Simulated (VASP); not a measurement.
Computed with AM05 GGA, VASP's PBE PAW potentials (set 64) (plane waves; VASP).

A VASP calculation is set up with these files.

### KPOINTS
```
K-points
0
Gamma
  11 11 9
```

**INCAR**
```
SYSTEM = TiB2
PREC = Accurate
ENCUT = 520
EDIFF = 1E-6
NELM = 100
ALGO = Normal
LREAL = .FALSE.
LASPH = .TRUE.
ISMEAR = 1
SIGMA = 0.1
GGA = AM
LMAXMIX = 4
LWAVE = .FALSE.
LCHARG = .FALSE.
IBRION = 2
ISIF = 3
NSW = 60
EDIFFG = -0.02
```

File POSCAR:
```
TiB2
1.0
  1.5100873960  -2.6155481200   0.0000000000
  1.5100873960   2.6155481200   0.0000000000
  0.0000000000   0.0000000000   3.1717747153
Ti B
1 2
Cartesian
  1.5100873960   2.6155481200   0.0000000000
  1.5100873960   0.8718511170   1.5858873577
  1.5100873960  -0.8718511170   1.5858873577
```

POTCAR, in this order: Ti_sv B (PBE.64 set). Program: vasp_std.

The resulting files:

File OUTCAR:
```
 ion  position               nearest neighbor table
   1  0.000  0.000  0.000-   2 2.36   3 2.36   2 2.36   3 2.36   3 2.36   3 2.36   2 2.36   2 2.36
                             3 2.36   3 2.36   2 2.36   2 2.36
   2  0.333  0.667  0.500-   3 1.74   3 1.74   3 1.74   1 2.36   1 2.36   1 2.36   1 2.36   1 2.36
                             1 2.36
   3  0.667  0.333  0.500-   2 1.74   2 1.74   2 1.74   1 2.36   1 2.36   1 2.36   1 2.36   1 2.36
                             1 2.36
  LATTYP: Found a hexagonal cell.
 ALAT       =     3.0201748147
 C/A-ratio  =     1.0501957370
 Subroutine PRICEL returns:
 Original cell was already a primitive cell.
 Subroutine GETGRP returns: Found 24 space group operations
The static configuration has the point symmetry D_6h.
The dynamic configuration has the point symmetry D_6h.
 Subroutine INISYM returns: Found 24 space group operations
 Subroutine IBZKPT returns following result:
 Found     80 irreducible k-points:

 Following reciprocal coordinates:
            Coordinates               Weight
  0.000000  0.000000  0.000000      1.000000
  0.090909  0.000000  0.000000      6.000000
  0.181818  0.000000  0.000000      6.000000
  0.272727  0.000000  0.000000      6.000000
...
```

**OSZICAR**
```
       N       E                     dE             d eps       ncg     rms          rms(c)
DAV:   1     0.125969196581E+03    0.12597E+03   -0.92465E+03  2080   0.158E+03
DAV:   2    -0.207247126220E+02   -0.14669E+03   -0.14269E+03  2105   0.394E+02
DAV:   3    -0.300537278569E+02   -0.93290E+01   -0.91824E+01  2975   0.937E+01
DAV:   4    -0.304067606170E+02   -0.35303E+00   -0.35278E+00  2682   0.166E+01
DAV:   5    -0.304172977370E+02   -0.10537E-01   -0.10536E-01  2990   0.251E+00    0.177E+01
DAV:   6    -0.254486020026E+02    0.49687E+01   -0.24395E+01  2707   0.601E+01    0.400E+00
DAV:   7    -0.254869092169E+02   -0.38307E-01   -0.14334E+00  2318   0.141E+01    0.348E+00
DAV:   8    -0.254965189550E+02   -0.96097E-02   -0.16048E-01  3082   0.363E+00    0.739E-01
DAV:   9    -0.254882096672E+02    0.83093E-02   -0.63033E-02  2809   0.326E+00    0.246E-01
DAV:  10    -0.254877425905E+02    0.46708E-03   -0.44922E-03  2546   0.956E-01    0.829E-02
DAV:  11    -0.254877436817E+02   -0.10912E-05   -0.21566E-04  2829   0.195E-01    0.540E-02
DAV:  12    -0.254877226328E+02    0.21049E-04   -0.15034E-04  2651   0.171E-01    0.952E-03
DAV:  13    -0.254877203341E+02    0.22987E-05   -0.11451E-05  2563   0.454E-02    0.189E-03
DAV:  14    -0.254877206353E+02   -0.30125E-06   -0.19965E-07  1215   0.559E-03
   1 F= -.25487721E+02 E0= -.25487521E+02  d E =-.254877E+02
       N       E                     dE             d eps       ncg     rms          rms(c)
DAV:   1    -0.254881731391E+02   -0.45281E-03   -0.16957E-02  2240   0.213E+00    0.136E-01
DAV:   2    -0.254879411237E+02    0.23202E-03   -0.11033E-03  2166   0.391E-01    0.756E-02
DAV:   3    -0.254878567864E+02    0.84337E-04   -0.99521E-05  2477   0.136E-01    0.301E-02
DAV:   4    -0.254878400047E+02    0.16782E-04   -0.32259E-05  2585   0.683E-02    0.381E-03
DAV:   5    -0.254878399002E+02    0.10457E-06   -0.27903E-06  1992   0.200E-02
   2 F= -.25487840E+02 E0= -.25487635E+02  d E =-.119265E-03
```

**OUTCAR**
```
------------------------ aborting loop because EDIFF is reached ----------------------------------------
  FORCE on cell =-STRESS in cart. coord.  units (eV):
  Direction    XX          YY          ZZ          XY          YZ          ZX
  --------------------------------------------------------------------------------------
  Total        0.0212810      0.0212810      0.0083491      0.0000000      0.0000000     -0.0000000
  in kB        1.3611300      1.3611301      0.5340037      0.0000000      0.0000000     -0.0000000
  external PRESSURE =       1.0854213 kB  Pullay stress =       0.0000000 kB
  volume of cell :       25.05
      direct lattice vectors                 reciprocal lattice vectors
     1.508702131 -2.613148770  0.000000000     0.331410681 -0.191340044  0.000000000
     1.508702131  2.613148770  0.000000000     0.331410681  0.191340044  0.000000000
    -0.000000000 -0.000000000  3.176920065    -0.000000000  0.000000000  0.314770274
 POSITION                                       TOTAL-FORCE (eV/Angst)
 -----------------------------------------------------------------------------------
     -0.00000     -0.00000      3.17692        -0.000000     -0.000000     -0.000000
      1.50870      0.87105      1.58846        -0.000000     -0.000000     -0.000000
      1.50870     -0.87105      1.58846         0.000000      0.000000      0.000000
 -----------------------------------------------------------------------------------
    total drift:                                0.000000     -0.000000      0.000000
  FREE ENERGIE OF THE ION-ELECTRON SYSTEM (eV)
  ---------------------------------------------------
  free  energy   TOTEN  =       -25.4878399002 eV

  energy  without entropy=      -25.4872251460  energy(sigma->0) =      -25.48763498

 reached required accuracy - stopping structural energy minimisation
```
(Selected blocks of OUTCAR.)

File CONTCAR:
```
TiB2
   1.00000000000000
     1.5087021305127337   -2.6131487697218185    0.0000000000000000
     1.5087021305127337    2.6131487697218185    0.0000000000000000
    -0.0000000000000000   -0.0000000000000000    3.1769200647877969
  Ti              B
     1     2
Direct
     0.0000000000000000    0.0000000000000000    1.0000000000000000
     0.3333330000000032    0.6666669999999968    0.5000000000000000
     0.6666669999999968    0.3333330000000032    0.5000000000000000
```

The compound is TiB2 in the AlB2 type structure. This run relaxes it. Symmetry was kept, so distortions that lower it aren't found. The start is the result of an earlier pass.
